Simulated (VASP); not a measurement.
# Mo under pressure and tension

How does Mo change with the volume? The starting structure is a measured crystal structure from the Crystallography Open Database. All runs use LDA. The equilibrium cell comes from relaxations that aren't shown. At each volume, shape and positions are relaxed as far as symmetry leaves them free.

Calculated with VASP 6.6.1; Kohn-Sham DFT with plane waves and PAW; LDA.

## 1. The starting structure

Symmetry: Im-3m, No. 229, cubic system. Conventional cell: a = 3.147 Å, b = 3.147 Å, c = 3.147 Å, α = 90.00°, β = 90.00°, γ = 90.00°. Mo has 8 Mo at 2.73 Å nearest.

## 2. Relaxation at the equilibrium volume

File INCAR:

```
SYSTEM = Mo
PREC = Accurate
ENCUT = 500
EDIFF = 1E-07
NELM = 100
ISMEAR = 1
SIGMA = 0.15
LREAL = .FALSE.
ALGO = Normal
GGA = CA
NBANDS = 13
LASPH = .TRUE.
LORBIT = 11
LWAVE = .FALSE.
LCHARG = .FALSE.
KPAR = 4
IBRION = 2
NSW = 50
ISIF = 4
EDIFFG = -0.003
```

File POSCAR:

```
Mo
1.0
   -1.5580813981      1.5580813981      1.5580813981
    1.5580813981     -1.5580813981      1.5580813981
    1.5580813981      1.5580813981     -1.5580813981
Mo
1
Direct
    0.0000000000      0.0000000000      0.0000000000
```

File KPOINTS:

```
Automatic mesh
0
Gamma
20 20 20
0 0 0
```

Potentials, in the order of the species: Mo_sv (LDA family, release 64).

On the command line:

```bash
mpirun -np 4 vasp_std
```

Log:

```text
[banner, memory and clock lines left out]
running    4 mpi-ranks, on    1 nodes
 distrk:  each k-point on    1 cores,    4 groups
 distr:  one band on    1 cores,    1 groups

 POSCAR found type information on POSCAR Mo
 POSCAR found :  1 types and       1 ions
 LDA part: xc-table for (Slater(with rela. corr.)+CA(PZ))
 , standard interpolation
 POSCAR, INCAR and KPOINTS ok, starting setup
 FFT: planning ... GRIDC
 FFT: planning ... GRID_SOFT
 FFT: planning ... GRID
 WAVECAR not read
 entering main loop
       N       E                     dE             d eps       ncg     rms          rms(c)
DAV:   1     0.928381506675E+02    0.92838E+02   -0.77650E+03  6717   0.108E+03
DAV:   2    -0.117051122629E+02   -0.10454E+03   -0.10063E+03  7446   0.315E+02
DAV:   3    -0.128482560792E+02   -0.11431E+01   -0.11401E+01  7541   0.340E+01
DAV:   4    -0.128510270021E+02   -0.27709E-02   -0.27709E-02  7456   0.197E+00
DAV:   5    -0.128510456564E+02   -0.18654E-04   -0.18655E-04  7536   0.146E-01    0.168E+01
DAV:   6    -0.122312475591E+02    0.61980E+00   -0.71901E-01  6896   0.108E+01    0.437E+00
DAV:   7    -0.121385980027E+02    0.92650E-01   -0.13418E-01  7291   0.433E+00    0.931E-01
DAV:   8    -0.121318162842E+02    0.67817E-02   -0.47428E-03  6896   0.875E-01    0.208E-01
DAV:   9    -0.121317764891E+02    0.39795E-04   -0.14102E-04  7859   0.144E-01    0.715E-02
DAV:  10    -0.121317872550E+02   -0.10766E-04   -0.78980E-06  7011   0.326E-02    0.220E-03
DAV:  11    -0.121317872954E+02   -0.40379E-07   -0.46448E-08  5373   0.242E-03
   1 F= -.12131787E+02 E0= -.12131616E+02  d E =-.121318E+02
 curvature:   0.00 expect dE= 0.000E+00 dE for cont linesearch  0.000E+00
 trial: gam= 0.00000 g(F)=  0.973E-62 g(S)=  0.726E-33 ort = 0.000E+00 (trialstep = 0.100E+01)
 search vector abs. value=  0.100E-09
 reached required accuracy - stopping structural energy minimisation
```

Elapsed: 11 s, on 4 MPI ranks of AMD EPYC 7R43, shared host; peak memory 0.51 GiB; 42 s of CPU time.

The logs omit lines about the potential files and the build; timing stands in the text.

Parts of OUTCAR (step 2):

```text
ion  position               nearest neighbor table
   1  0.000  0.000  0.000-

  LATTYP: Found a body centered cubic cell.
 ALAT       =     3.1161627962

 Subroutine GETGRP returns: Found 48 space group operations
 (whereof 48 operations were pure point group operations)

The static configuration has the point symmetry O_h .

 Found    256 irreducible k-points:

   k-points           NKPTS =    256   k-points in BZ     NKDIM =    256   number of bands    NBANDS=     13

   dimension x,y,z NGX =    20 NGY =   20 NGZ =   20
   dimension x,y,z NGXF=    40 NGYF=   40 NGZF=   40

   ENCUT  =  500.0 eV  36.75 Ry    6.06 a.u.   4.92  4.92  4.92*2*pi/ulx,y,z

   NELECT =      14.0000    total number of electrons

 k-points in reciprocal lattice and weights: Automatic mesh
   0.00000000  0.00000000  0.00000000       0.000
   0.05000000  0.00000000  0.00000000       0.002
   0.10000000  0.00000000  0.00000000       0.002
   0.15000000  0.00000000  0.00000000       0.002
   0.20000000  0.00000000  0.00000000       0.002
   0.25000000  0.00000000  0.00000000       0.002
   0.30000000  0.00000000  0.00000000       0.002
   0.35000000  0.00000000  0.00000000       0.002
   0.40000000  0.00000000  0.00000000       0.002
[...]
0.50000000  0.50000000  0.45000000       0.002
   0.50000000  0.50000000  0.50000000       0.000

 average (electrostatic) potential at core
       1 -68.7174

 E-fermi :  13.0264

 k-point     1 :       0.0000    0.0000    0.0000
  band No.  band energies     occupation
    ...
      4     -21.3045      2.00000
      5       5.6710      2.00000
      6      11.5607      2.00000
      7      11.5607      2.00000
      8      11.5607      2.00000
      9      14.6853     -0.00000
     10      14.6853     -0.00000
     11      27.8733      0.00000
     12      27.8733      0.00000
     13      27.8733      0.00000

 k-point     2 :       0.0500    0.0000    0.0000
  band No.  band energies     occupation
    ...
      4     -21.3049      2.00000
      5       5.7871      2.00000
      6      11.4942      2.00000
      7      11.5506      2.00000
      8      11.6699      2.00000
      9      14.5836     -0.00000
     10      14.6865     -0.00000
     11      27.9640      0.00000
     12      28.0686      0.00000
     13      28.1167      0.00000

 k-point     3 :       0.1000    0.0000    0.0000
  band No.  band energies     occupation
    ...
      4     -21.3059      2.00000
      5       6.1208      2.00000
      6      11.3069      2.00000
      7      11.5078      2.00000
      8      11.9940      2.00000
      9      14.3469     -0.00000
     10      14.6942     -0.00000
     11      28.1954      0.00000
     12      28.6406      0.00000
     13      28.7511      0.00000

  Total       -0.0004919     -0.0004919     -0.0004919     -0.0000000     -0.0000000      0.0000000
  in kB       -0.0520943     -0.0520943     -0.0520943     -0.0000000     -0.0000000      0.0000000
  external PRESSURE =      -0.0520943 kB  Pullay stress =       0.0000000 kB

  energy-cutoff  :      500.00
  volume of cell :       15.13
      direct lattice vectors                 reciprocal lattice vectors
    -1.558081398  1.558081398  1.558081398     0.000000000  0.320907496  0.320907496
     1.558081398 -1.558081398  1.558081398     0.320907496  0.000000000  0.320907496
     1.558081398  1.558081398 -1.558081398     0.320907496  0.320907496  0.000000000

 POSITION                                       TOTAL-FORCE (eV/Angst)
 -----------------------------------------------------------------------------------
      0.00000      0.00000      0.00000        -0.000000      0.000000      0.000000
 -----------------------------------------------------------------------------------
    total drift:                                0.000000     -0.000000      0.000000

  FREE ENERGIE OF THE ION-ELECTRON SYSTEM (eV)
  ---------------------------------------------------
  free  energy   TOTEN  =       -12.1317872954 eV

  energy  without entropy=      -12.1312742907  energy(sigma->0) =      -12.13161629

 reached required accuracy - stopping structural energy minimisation

 total charge
# of ion       s       p       d       tot
------------------------------------------
    1        2.398   6.218   3.981  12.597

[... 3 further parts left out ...]
```

CONTCAR:

```
Mo
   1.00000000000000
    -1.5580813980999999    1.5580813980999999    1.5580813980999999
     1.5580813980999999   -1.5580813980999999    1.5580813980999999
     1.5580813980999999    1.5580813980999999   -1.5580813980999999
  Mo
     1
Direct
     0.0000000000000000    0.0000000000000000    0.0000000000000000
```

The run keeps the 48 symmetry operations of its start, so it cannot find a distortion of lower symmetry.

The equilibrium volume: 15.130 Å³ an atom and a pressure of -0.01 GPa.

## 3. Relaxation at 0.96 of the equilibrium volume

INCAR is that of step 2.

File POSCAR:

```
Mo
1.0
   -1.5370236627      1.5370236627      1.5370236627
    1.5370236627     -1.5370236627      1.5370236627
    1.5370236627      1.5370236627     -1.5370236627
Mo
1
Direct
    0.0000000000      0.0000000000      0.0000000000
```

KPOINTS is that of step 2.

On the command line:

```bash
mpirun -np 4 vasp_std
```

Log:

```text
[... set-up lines as in an earlier step ...]
 entering main loop
       N       E                     dE             d eps       ncg     rms          rms(c)
DAV:   1     0.926246798549E+02    0.92625E+02   -0.77614E+03  6685   0.108E+03
DAV:   2    -0.116444774360E+02   -0.10427E+03   -0.10032E+03  7336   0.316E+02
DAV:   3    -0.127851662778E+02   -0.11407E+01   -0.11379E+01  7496   0.342E+01
DAV:   4    -0.127879427530E+02   -0.27765E-02   -0.27764E-02  7441   0.197E+00
[...]
DAV:   9    -0.121078649666E+02    0.54741E-04   -0.13380E-04  7841   0.142E-01    0.687E-02
DAV:  10    -0.121078755354E+02   -0.10569E-04   -0.80091E-06  6916   0.332E-02    0.141E-03
DAV:  11    -0.121078755706E+02   -0.35259E-07   -0.50025E-08  5347   0.244E-03
   1 F= -.12107876E+02 E0= -.12107708E+02  d E =-.121079E+02
[...]
reached required accuracy - stopping structural energy minimisation
```

Run time: 11 s. Hardware: 4 MPI ranks; peak memory 0.46 GiB; 42 s of CPU time.

OUTCAR, selected parts (step 3):

```text
  Total        1.1690734      1.1690734      1.1690734      0.0000000     -0.0000000      0.0000000
  in kB      128.9587194    128.9587194    128.9587194      0.0000000     -0.0000000      0.0000000
  external PRESSURE =     128.9587194 kB  Pullay stress =       0.0000000 kB

  FREE ENERGIE OF THE ION-ELECTRON SYSTEM (eV)
  ---------------------------------------------------
  free  energy   TOTEN  =       -12.1078755706 eV

  energy  without entropy=      -12.1073742895  energy(sigma->0) =      -12.10770848

[... 3 parts as in an earlier step ...]

[... 2 further parts left out ...]
[key lines of the parts left out:]
E-fermi :  13.7286
```

0.96 of the equilibrium volume: 14.525 Å³ an atom and a pressure of 12.90 GPa.

## 4. Relaxation at 1.04 of the equilibrium volume

INCAR is that of step 3.

File POSCAR:

```
Mo
1.0
   -1.5785848204      1.5785848204      1.5785848204
    1.5785848204     -1.5785848204      1.5785848204
    1.5785848204      1.5785848204     -1.5785848204
Mo
1
Direct
    0.0000000000      0.0000000000      0.0000000000
```

KPOINTS is that of step 3.

On the command line:

```bash
mpirun -np 4 vasp_std
```

Log:

```text
[... set-up lines as in an earlier step ...]
 entering main loop
       N       E                     dE             d eps       ncg     rms          rms(c)
DAV:   1     0.927016136184E+02    0.92702E+02   -0.78196E+03  6720   0.108E+03
DAV:   2    -0.117086992300E+02   -0.10441E+03   -0.10077E+03  7466   0.313E+02
DAV:   3    -0.128662095694E+02   -0.11575E+01   -0.11552E+01  7441   0.341E+01
DAV:   4    -0.128690588539E+02   -0.28493E-02   -0.28492E-02  7381   0.200E+00
[...]
DAV:   9    -0.121115422613E+02    0.30203E-04   -0.15204E-04  7774   0.149E-01    0.733E-02
DAV:  10    -0.121115533364E+02   -0.11075E-04   -0.77533E-06  7001   0.316E-02    0.316E-03
DAV:  11    -0.121115533764E+02   -0.40048E-07   -0.50525E-08  5501   0.256E-03
   1 F= -.12111553E+02 E0= -.12111423E+02  d E =-.121116E+02
[...]
reached required accuracy - stopping structural energy minimisation
```

Wall time 11 s (4 MPI ranks); peak memory 0.48 GiB; 42 s of CPU time.

Parts of OUTCAR (step 4):

```text
  Total       -1.0350803     -1.0350803     -1.0350803      0.0000000     -0.0000000      0.0000000
  in kB     -105.3952112   -105.3952112   -105.3952112      0.0000000     -0.0000000      0.0000000
  external PRESSURE =    -105.3952112 kB  Pullay stress =       0.0000000 kB

 POSITION                                       TOTAL-FORCE (eV/Angst)
 -----------------------------------------------------------------------------------
      0.00000      0.00000      0.00000         0.000000     -0.000000      0.000000
 -----------------------------------------------------------------------------------
    total drift:                                0.000000     -0.000000      0.000000

  FREE ENERGIE OF THE ION-ELECTRON SYSTEM (eV)
  ---------------------------------------------------
  free  energy   TOTEN  =       -12.1115533764 eV

  energy  without entropy=      -12.1111620342  energy(sigma->0) =      -12.11142293

[... 2 parts as in an earlier step ...]

[... 2 further parts left out ...]
[key lines of the parts left out:]
E-fermi :  12.3765
```

1.04 of the equilibrium volume: 15.735 Å³ an atom and a pressure of -10.54 GPa.

## 5. Relaxation at 0.92 of the equilibrium volume

INCAR is that of step 4.

File POSCAR:

```
Mo
1.0
   -1.5153725581      1.5153725581      1.5153725581
    1.5153725581     -1.5153725581      1.5153725581
    1.5153725581      1.5153725581     -1.5153725581
Mo
1
Direct
    0.0000000000      0.0000000000      0.0000000000
```

KPOINTS is that of step 4.

On the command line:

```bash
mpirun -np 4 vasp_std
```

Log:

```text
[... set-up lines as in an earlier step ...]
 entering main loop
       N       E                     dE             d eps       ncg     rms          rms(c)
DAV:   1     0.936486728482E+02    0.93649E+02   -0.77741E+03  6767   0.109E+03
DAV:   2    -0.114877316496E+02   -0.10514E+03   -0.10107E+03  7381   0.320E+02
DAV:   3    -0.126667947544E+02   -0.11791E+01   -0.11765E+01  7511   0.348E+01
DAV:   4    -0.126695777811E+02   -0.27830E-02   -0.27830E-02  7501   0.199E+00
[...]
DAV:   9    -0.120299836712E+02    0.27710E-04   -0.11708E-04  7810   0.132E-01    0.664E-02
DAV:  10    -0.120299942689E+02   -0.10598E-04   -0.81745E-06  6971   0.346E-02    0.192E-03
DAV:  11    -0.120299942957E+02   -0.26869E-07   -0.69612E-08  5304   0.326E-03
   1 F= -.12029994E+02 E0= -.12029932E+02  d E =-.120300E+02
[...]
reached required accuracy - stopping structural energy minimisation
```

It took 11 s on 4 MPI ranks; peak memory 0.47 GiB.

From OUTCAR (step 5):

```text
  Total        2.4898780      2.4898780      2.4898780     -0.0000000      0.0000000     -0.0000000
  in kB      286.5961811    286.5961811    286.5961811     -0.0000000      0.0000000     -0.0000000
  external PRESSURE =     286.5961811 kB  Pullay stress =       0.0000000 kB

  FREE ENERGIE OF THE ION-ELECTRON SYSTEM (eV)
  ---------------------------------------------------
  free  energy   TOTEN  =       -12.0299942957 eV

  energy  without entropy=      -12.0298063557  energy(sigma->0) =      -12.02993165

[... 3 parts as in an earlier step ...]

[... 2 further parts left out ...]
[key lines of the parts left out:]
E-fermi :  14.4896
```

0.92 of the equilibrium volume: 13.919 Å³ an atom and a pressure of 28.66 GPa.

## 6. Relaxation at 0.98 of the equilibrium volume

INCAR is that of step 5.

File POSCAR:

```
Mo
1.0
   -1.5476241609      1.5476241609      1.5476241609
    1.5476241609     -1.5476241609      1.5476241609
    1.5476241609      1.5476241609     -1.5476241609
Mo
1
Direct
    0.0000000000      0.0000000000      0.0000000000
```

KPOINTS is that of step 5.

On the command line:

```bash
mpirun -np 4 vasp_std
```

Log:

```text
[... set-up lines as in an earlier step ...]
 entering main loop
       N       E                     dE             d eps       ncg     rms          rms(c)
DAV:   1     0.925542462467E+02    0.92554E+02   -0.77041E+03  6749   0.108E+03
DAV:   2    -0.116866689901E+02   -0.10424E+03   -0.10039E+03  7396   0.317E+02
DAV:   3    -0.128229098424E+02   -0.11362E+01   -0.11336E+01  7471   0.341E+01
DAV:   4    -0.128256770548E+02   -0.27672E-02   -0.27672E-02  7441   0.197E+00
[...]
DAV:   9    -0.121259079133E+02    0.50422E-04   -0.13796E-04  7860   0.144E-01    0.703E-02
DAV:  10    -0.121259185377E+02   -0.10624E-04   -0.79751E-06  6951   0.330E-02    0.153E-03
DAV:  11    -0.121259185748E+02   -0.37115E-07   -0.47023E-08  5296   0.237E-03
   1 F= -.12125919E+02 E0= -.12125746E+02  d E =-.121259E+02
[...]
reached required accuracy - stopping structural energy minimisation
```

Wall time 11 s (4 MPI ranks); peak memory 0.48 GiB; 40 s of CPU time.

OUTCAR, selected parts (step 6):

```text
  Total        0.5666341      0.5666341      0.5666341      0.0000000      0.0000000     -0.0000000
  in kB       61.2289478     61.2289478     61.2289478      0.0000000      0.0000000     -0.0000000
  external PRESSURE =      61.2289478 kB  Pullay stress =       0.0000000 kB

 POSITION                                       TOTAL-FORCE (eV/Angst)
 -----------------------------------------------------------------------------------
      0.00000      0.00000      0.00000        -0.000000      0.000000     -0.000000
 -----------------------------------------------------------------------------------
    total drift:                               -0.000000     -0.000000      0.000000

  FREE ENERGIE OF THE ION-ELECTRON SYSTEM (eV)
  ---------------------------------------------------
  free  energy   TOTEN  =       -12.1259185748 eV

  energy  without entropy=      -12.1254005570  energy(sigma->0) =      -12.12574590

[... 2 parts as in an earlier step ...]

[... 2 further parts left out ...]
[key lines of the parts left out:]
E-fermi :  13.3706
```

0.98 of the equilibrium volume: 14.827 Å³ an atom and a pressure of 6.12 GPa.

## 7. Relaxation at 1.02 of the equilibrium volume

INCAR is that of step 6.

File POSCAR:

```
Mo
1.0
   -1.5684001187      1.5684001187      1.5684001187
    1.5684001187     -1.5684001187      1.5684001187
    1.5684001187      1.5684001187     -1.5684001187
Mo
1
Direct
    0.0000000000      0.0000000000      0.0000000000
```

KPOINTS is that of step 6.

On the command line:

```bash
mpirun -np 4 vasp_std
```

Log:

```text
[... set-up lines as in an earlier step ...]
 entering main loop
       N       E                     dE             d eps       ncg     rms          rms(c)
DAV:   1     0.935380465524E+02    0.93538E+02   -0.77194E+03  6661   0.108E+03
DAV:   2    -0.116648279645E+02   -0.10520E+03   -0.10138E+03  7401   0.315E+02
DAV:   3    -0.128622193559E+02   -0.11974E+01   -0.11920E+01  7426   0.345E+01
DAV:   4    -0.128651474815E+02   -0.29281E-02   -0.29281E-02  7436   0.203E+00
[...]
DAV:   9    -0.121266317186E+02    0.31144E-04   -0.14758E-04  7815   0.147E-01    0.726E-02
DAV:  10    -0.121266426561E+02   -0.10937E-04   -0.78924E-06  6936   0.323E-02    0.325E-03
DAV:  11    -0.121266426948E+02   -0.38699E-07   -0.55575E-08  5523   0.277E-03
   1 F= -.12126643E+02 E0= -.12126485E+02  d E =-.121266E+02
[...]
reached required accuracy - stopping structural energy minimisation
```

The job ended after 11 s (4 MPI ranks; peak memory 0.48 GiB).

OUTCAR, selected parts (step 7):

```text
  Total       -0.5336824     -0.5336824     -0.5336824      0.0000000      0.0000000      0.0000000
  in kB      -55.4067729    -55.4067729    -55.4067729      0.0000000      0.0000000      0.0000000
  external PRESSURE =     -55.4067729 kB  Pullay stress =       0.0000000 kB

 POSITION                                       TOTAL-FORCE (eV/Angst)
 -----------------------------------------------------------------------------------
      0.00000      0.00000      0.00000        -0.000000     -0.000000      0.000000
 -----------------------------------------------------------------------------------
    total drift:                                0.000000     -0.000000      0.000000

  FREE ENERGIE OF THE ION-ELECTRON SYSTEM (eV)
  ---------------------------------------------------
  free  energy   TOTEN  =       -12.1266426948 eV

  energy  without entropy=      -12.1261681186  energy(sigma->0) =      -12.12648450

[... 2 parts as in an earlier step ...]

[... 2 further parts left out ...]
[key lines of the parts left out:]
E-fermi :  12.6953
```

1.02 of the equilibrium volume: 15.432 Å³ an atom and a pressure of -5.54 GPa.

[end of part 1 of 2]

[Lines on the potential files, build, host, timing and source positions are cut from VASP's logs without a mark.]

[Logs are printed without paths, hosts, clocks, repeated set-up lines and the standing remarks that a program may print on its own settings, such as how far it seeks lower states.]

[Hosts, paths, dates, database ids (printed as entryN), source tags and the programs' standing remarks are cut or masked in the printed files.]
